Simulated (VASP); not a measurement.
All values below come from r2SCAN meta-GGA, VASP's PBE PAW potentials (set 64) (plane waves; VASP).

The input files of a VASP run:

### INCAR
```
# general
SYSTEM  = Te
PREC    = Accurate
ENCUT   = 400
LREAL   = .FALSE.
LASPH   = .TRUE.

# electronic loop
EDIFF   = 1E-7
NELM    = 100
ALGO    = Normal
LMAXMIX = 4
LMIXTAU = .TRUE.

# smearing
ISMEAR  = -5

# functional
METAGGA = R2SCAN

# ions
ISIF    = 2

# output
LWAVE   = .FALSE.
LCHARG  = .FALSE.
LORBIT  = 11
NEDOS   = 601
```

**KPOINTS**
```
Automatic mesh
0
Gamma
15 15 15
0 0 0
```

### KPOINTS_OPT
```
k-points along high-symmetry lines
10
Line-mode
Reciprocal
  0.000000   0.000000   0.000000 ! GAMMA
  0.500000  -0.500000   0.500000 ! H

  0.500000  -0.500000   0.500000 ! H
  0.000000   0.000000   0.500000 ! N

  0.000000   0.000000   0.500000 ! N
  0.000000   0.000000   0.000000 ! GAMMA

  0.000000   0.000000   0.000000 ! GAMMA
  0.250000   0.250000   0.250000 ! P

  0.250000   0.250000   0.250000 ! P
  0.500000  -0.500000   0.500000 ! H

  0.250000   0.250000   0.250000 ! P
  0.000000   0.000000   0.500000 ! N
```

POSCAR:
```
Te
1
   -1.9185965718     1.9185965718     1.9185965718
    1.9185965718    -1.9185965718     1.9185965718
    1.9185965718     1.9185965718    -1.9185965718
Te
1
Direct
  0.0000000000   0.0000000000   0.0000000000
```

POTCAR, in this order: Te (PBE.64 set). Program: vasp_std.

Unless said otherwise, spin-orbit coupling is left out, though it shifts the bands of the heavy elements here.

**Question.** Predict the energy per atom (σ→0), band gap (over mesh and band path).

**Answer.** 
```json
{
 "energy per atom (σ→0)": "-25.018 eV/atom",
 "band gap (over mesh and band path)": "none (metal, semimetal or under 0.01 eV)"
}
```

**OSZICAR**
```
...
DAV:  12    -0.250178167622E+02   -0.53431E-06   -0.10617E-05  2597   0.404E-02    0.536E-02
DAV:  13    -0.250178397523E+02   -0.22990E-04   -0.69858E-06  1862   0.331E-02    0.351E-02
DAV:  14    -0.250178538558E+02   -0.14104E-04   -0.66192E-06  1834   0.289E-02    0.897E-03
DAV:  15    -0.250178527692E+02    0.10866E-05   -0.19255E-06  1890   0.174E-02    0.105E-03
DAV:  16    -0.250178533472E+02   -0.57800E-06   -0.44641E-08  1491   0.236E-03    0.826E-04
DAV:  17    -0.250178534340E+02   -0.86819E-07   -0.50616E-08  1148   0.257E-03
   1 F= -.25017853E+02 E0= -.25017853E+02  d E =0.000000E+00
       N       E                     dE             ncg
```

The structure was generated: Te was put into the bcc type (Im-3m), which need not be its known phase. It was relaxed first.
